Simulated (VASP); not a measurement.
Output of a VASP run:

OSZICAR:
```
       N       E                     dE             d eps       ncg     rms          rms(c)
DAV:   1     0.259788854851E+03    0.25979E+03   -0.15856E+04  5248   0.208E+03
DAV:   2     0.459498792472E+01   -0.25519E+03   -0.23891E+03  5400   0.407E+02
DAV:   3    -0.267903698620E+02   -0.31385E+02   -0.29873E+02  6012   0.160E+02
DAV:   4    -0.278793340116E+02   -0.10890E+01   -0.10830E+01  5836   0.317E+01
DAV:   5    -0.279102679254E+02   -0.30934E-01   -0.30917E-01  6288   0.503E+00    0.197E+01
DAV:   6    -0.235369017429E+02    0.43734E+01   -0.14833E+01  7984   0.591E+01    0.146E+01
DAV:   7    -0.235232585078E+02    0.13643E-01   -0.28184E+00  7088   0.192E+01    0.115E+01
DAV:   8    -0.234678552448E+02    0.55403E-01   -0.30829E-01  6948   0.141E+01    0.608E+00
DAV:   9    -0.234234241650E+02    0.44431E-01   -0.87516E-02  7824   0.815E+00    0.776E-01
DAV:  10    -0.234306516767E+02   -0.72275E-02   -0.18885E-02  6672   0.260E+00    0.342E-01
DAV:  11    -0.234325517085E+02   -0.19000E-02   -0.53585E-03  7736   0.939E-01    0.190E-01
DAV:  12    -0.234328717673E+02   -0.32006E-03   -0.94678E-04  7212   0.773E-01    0.871E-02
DAV:  13    -0.234329860570E+02   -0.11429E-03   -0.38753E-04  5808   0.178E-01    0.502E-02
DAV:  14    -0.234330041449E+02   -0.18088E-04   -0.42888E-05  5820   0.813E-02    0.229E-02
DAV:  15    -0.234330287734E+02   -0.24628E-04   -0.35680E-05  5724   0.531E-02    0.126E-02
DAV:  16    -0.234330290220E+02   -0.24858E-06   -0.14148E-06  4572   0.225E-02
   1 F= -.23433029E+02 E0= -.23433029E+02  d E =-.147390E-14  mag=     0.0000
```

OUTCAR:
```
------------------------ aborting loop because EDIFF is reached ----------------------------------------
  FORCE on cell =-STRESS in cart. coord.  units (eV):
  Direction    XX          YY          ZZ          XY          YZ          ZX
  --------------------------------------------------------------------------------------
  Total       -2.1478846     -2.1478846     -2.1478846     -0.0471975     -0.0471975     -0.0471975
  in kB      -88.8018807    -88.8018807    -88.8018807     -1.9513267     -1.9513267     -1.9513267
  external PRESSURE =     -88.8018807 kB  Pullay stress =       0.0000000 kB
  volume of cell :       38.75
      direct lattice vectors                 reciprocal lattice vectors
     4.263600000  2.131800000  2.131800000     0.351815367 -0.117271789 -0.117271789
     2.131800000  4.263600000  2.131800000    -0.117271789  0.351815367 -0.117271789
     2.131800000  2.131800000  4.263600000    -0.117271789 -0.117271789  0.351815367
 POSITION                                       TOTAL-FORCE (eV/Angst)
 -----------------------------------------------------------------------------------
      0.00000      0.00000      0.00000        -0.000000     -0.000000     -0.000000
      4.26360      4.26360      4.26360         0.000000     -0.000000      0.000000
      2.13180      2.13180      2.13180         0.000000      0.000000      0.000000
      6.39540      6.39540      6.39540        -0.000000      0.000000      0.000000
 -----------------------------------------------------------------------------------
    total drift:                                0.000000     -0.000000     -0.000000
  FREE ENERGIE OF THE ION-ELECTRON SYSTEM (eV)
  ---------------------------------------------------
  free  energy   TOTEN  =       -23.4330290220 eV

  energy  without entropy=      -23.4330290220  energy(sigma->0) =      -23.43302902

 total charge

# of ion       s       p       d       tot
------------------------------------------
    1        0.311   0.357   8.224   8.891
    2        0.311   0.357   8.224   8.891
    3        1.562   3.379   0.000   4.941
    4        1.562   3.379   0.000   4.941
--------------------------------------------------
tot          3.745   7.471  16.448  27.664

 magnetization (x)

# of ion       s       p       d       tot
------------------------------------------
    1       -0.008  -0.012   1.397   1.377
    2        0.008   0.012  -1.397  -1.377
    3        0.000   0.000   0.000   0.000
    4        0.000   0.000   0.000   0.000
--------------------------------------------------
tot          0.000   0.000   0.000   0.000
```
(Selected blocks of OUTCAR.)

### POSCAR
```
NiO
1
    4.2636000000     2.1318000000     2.1318000000
    2.1318000000     4.2636000000     2.1318000000
    2.1318000000     2.1318000000     4.2636000000
Ni O
2 2
Direct
  0.0000000000   0.0000000000   0.0000000000
  0.5000000000   0.5000000000   0.5000000000
  0.2500000000   0.2500000000   0.2500000000
  0.7500000000   0.7500000000   0.7500000000
```

**Question.** Reconstruct the remaining input files.

**Answer.** One answer among several that fit: the input of the run itself, PBE GGA, plane waves, VASP's PBE PAW potentials (set 64).

File KPOINTS:
```
Automatic mesh
0
Gamma
8 8 8
0 0 0
```

**INCAR**
```
ALGO = Normal
AMIX = 0.2
BMIX = 1.0
EDIFF = 1E-6
ENCUT = 520
GGA = PE
IMIX = 4
ISIF = 2
ISMEAR = 0
ISPIN = 2
LASPH = T
LCHARG = F
LMAXMIX = 4
LORBIT = 10
LREAL = F
LWAVE = F
MAGMOM = 2.0 -2.0 2*0.0
NELM = 100
PREC = Accurate
SIGMA = 0.05
SYSTEM = NiO
```

POTCAR, in this order: Ni O (PBE.64 set). Program: vasp_std.

The compound is NiO in the rock salt, AFM-II order structure. The cell was not relaxed at this level. The run is one of a series of settings (AMIX = 0.2, BMIX = 1.0, IMIX = 4 against the base run), some of them coarse on purpose.
